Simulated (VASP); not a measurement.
## BaPd2As2 (space group I4/mmm): computed properties

Level of theory: PBEsol GGA, VASP's PBE PAW potentials (set 64) (plane waves; VASP).

```
Quantity                                                                                                    Value
----------------------------------  -----------------------------------------------------------------------------
space group                                                                                          I4/mmm (139)
cell                                a = 4.4493 Å, b = 4.4493 Å, c = 10.4954 Å, α = 90.00°, β = 90.00°, γ = 90.00°
volume per atom                                                                                     20.78 Å³/atom
band gap (over mesh and band path)                                       none (metal, semimetal or under 0.01 eV)
density                                                                                                7.99 g/cm³
```

```
CELL_PARAMETERS angstrom
     -2.22467     2.22467     5.24772
      2.22467    -2.22467     5.24772
      2.22467     2.22467    -5.24772
ATOMIC_POSITIONS crystal
  Ba 0.00000 0.00000 0.00000
  As 0.63150 0.63150 0.00000
  As 0.36850 0.36850 0.00000
  Pd 0.25000 0.75000 0.50000
  Pd 0.75000 0.25000 0.50000
```

Unless said otherwise, spin-orbit coupling is left out, though it shifts the bands of the heavy elements here.

The structure comes from a computed database's BaPd2As2 entry (I4/mmm); how it stands against other phases isn't given here. It was relaxed first, which changed the volume by -5 %. Symmetry was kept, so distortions that lower it aren't found.
